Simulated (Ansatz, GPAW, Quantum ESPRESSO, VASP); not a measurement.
InSe (P-6m2, 8 atoms in the cell) computed with different codes at matched settings

Self-consistent single point.

```yaml
crystal:
  lattice:
    - [4.04733, 0.00000, 0.00000]
    - [-2.02366, 3.50509, 0.00000]
    - [0.00000, 0.00000, 18.05206]
  atoms:
    - { symbol: In, position: [0.00000, 0.00000, 0.57739] }
    - { symbol: In, position: [0.00000, 0.00000, 0.42261] }
    - { symbol: In, position: [0.33333, 0.66667, 0.92261] }
    - { symbol: In, position: [0.33333, 0.66667, 0.07739] }
    - { symbol: Se, position: [0.66667, 0.33333, 0.85300] }
    - { symbol: Se, position: [0.66667, 0.33333, 0.14700] }
    - { symbol: Se, position: [0.33333, 0.66667, 0.64702] }
    - { symbol: Se, position: [0.33333, 0.66667, 0.35298] }
```

Shared settings, as Ansatz (a first-principles code) writes them: kpoints.mp_grid.grid = 6 6 2; scf.occupations.method = fermi_dirac; scf.occupations.width = 0.01 eV. Potentials and cutoffs stand in the table.

| code | model | pressure (GPa) | largest force (eV/Å) | gap on the mesh (eV) | cutoff |
|---|---|---|---|---|---|
| Ansatz | LDA (PW92), PAW files made with PBE | -2.28 | 0.156 | 0.500 | 420 eV |
| GPAW | LDA (Perdew-Wang 92), GPAW PAW datasets LDA (gpaw-data 1.0.1) | -2.57 | 0.174 | 0.493 | 550 eV |
| Quantum ESPRESSO | LDA (PZ), GBRV 1.5 ultrasoft (LDA) pseudopotentials | -2.77 | 0.149 | 0.483 | 40 Ry |
| VASP | LDA (PZ), VASP's LDA PAW potentials (set 64) | -2.37 | 0.128 | – | 300 eV |

Size of the force on each atom (eV/Å): Sizes of forces hide their directions.

```json
[
 {"code": "Ansatz", "In1": "0.010", "In2": "0.010", "In3": "0.012", "In4": "0.012", "Se5": "0.156", "Se6": "0.156", "Se7": "0.156", "Se8": "0.156"},
 {"code": "GPAW", "In1": "0.029", "In2": "0.029", "In3": "0.031", "In4": "0.031", "Se5": "0.174", "Se6": "0.174", "Se7": "0.174", "Se8": "0.174"},
 {"code": "Quantum ESPRESSO", "In1": "0.023", "In2": "0.023", "In3": "0.025", "In4": "0.025", "Se5": "0.149", "Se6": "0.149", "Se7": "0.149", "Se8": "0.149"},
 {"code": "VASP", "In1": "0.028", "In2": "0.028", "In3": "0.029", "In4": "0.029", "Se5": "0.127", "Se6": "0.127", "Se7": "0.128", "Se8": "0.128"}
]
```

A dash marks a value that a program does not give, or that is left out as unsure.

No gap is tabulated for VASP: it is not read from that output, or partly filled or unconverged empty levels leave it unsure.

Gaps are read on the mesh.

The spread over the programs that give each value: pressure within 0.49 GPa; largest force within 0.046 eV/Å; gap on the mesh within 0.017 eV.

Ansatz's pressure is given at a fixed set of plane waves, as the other plane-wave codes print theirs. The same LDA comes in different parametrisations, which differ slightly.

On the base mesh (5 5 1) the same programs gave: GPAW pressure -2.54 GPa, gap on the mesh 0.490 eV; Ansatz pressure -2.24 GPa, gap on the mesh 0.497 eV; Quantum ESPRESSO pressure -2.74 GPa, gap on the mesh 0.480 eV; VASP pressure -2.34 GPa.

VASP's run is marked for a possible Pulay error in its stress at this cutoff; no cutoff test was made.

The starting cell comes from a database of computed structures (which also holds hypothetical and non-ambient phases and stackings), without a prior relaxation at this level.

Left out of this page: CP2K (on another mesh); SIESTA (not drawn, or without a comparable value).

Keys are those of Ansatz 0.2.
